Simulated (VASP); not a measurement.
An input for Ansatz (written as the equivalent of a VASP run, and not itself run):

Ansatz 0.2 input:
```yaml
crystal:
  lattice:
    - [3.1326800, 0.0000000, 0.0000000]
    - [-1.5663400, 2.7129800, 0.0000000]
    - [0.0000000, 0.0000000, 3.4792100]
  atoms:
    - { symbol: Hf, position: [0.0000000, 0.0000000, 0.0000000] }
    - { symbol: B, position: [0.3333330, 0.6666670, 0.5000000] }
    - { symbol: B, position: [0.6666670, 0.3333330, 0.5000000] }
kpoints:
  mp_grid: { grid: [8, 8, 7] }
hamiltonian:
  xc: pbe
  pseudopotentials: { kind: paw }
scf:
  occupations: { method: fermi_dirac, width: 0.05 }
  max_iter: 100
output: { forces: true, stress: true, eigenvalues: true }
```

Question: Translate this input to VASP (INCAR, KPOINTS, POSCAR, choice of POTCAR).

Answer: This is not unique; one that fits is 
**INCAR**
```
# general
SYSTEM  = HfB2
PREC    = Accurate
ENCUT   = 400
LREAL   = .FALSE.
LASPH   = .TRUE.

# electronic loop
EDIFF   = 1E-6
NELM    = 100
ALGO    = Normal
LMAXMIX = 6

# smearing
ISMEAR  = -1
SIGMA   = 0.05

# functional
GGA     = PE

# ions
ISIF    = 2

# output
LWAVE   = .FALSE.
LCHARG  = .FALSE.
```

KPOINTS:
```
Automatic mesh
0
Gamma
8 8 7
0 0 0
```

**POSCAR**
```
HfB2
1
    3.1326800000     0.0000000000     0.0000000000
   -1.5663400000     2.7129800000     0.0000000000
    0.0000000000     0.0000000000     3.4792100000
Hf B
1 2
Direct
  0.0000000000   0.0000000000   0.0000000000
  0.3333330000   0.6666670000   0.5000000000
  0.6666670000   0.3333330000   0.5000000000
```

POTCAR, in this order: Hf_pv B (PBE.64 set). Program: vasp_std.

The two are equivalent in intent, not identical: each code has its own PAW files, so the cut-off isn't converted (ENCUT is set for VASP's; basis.ecutwfc is left out, and Ansatz then takes the one that its files recommend); Ansatz stops its SCF on the density residual and VASP on the energy change (EDIFF).

The structure comes from a computed database's HfB2 entry; how it stands against other phases isn't given here. The cell was not relaxed at this level.
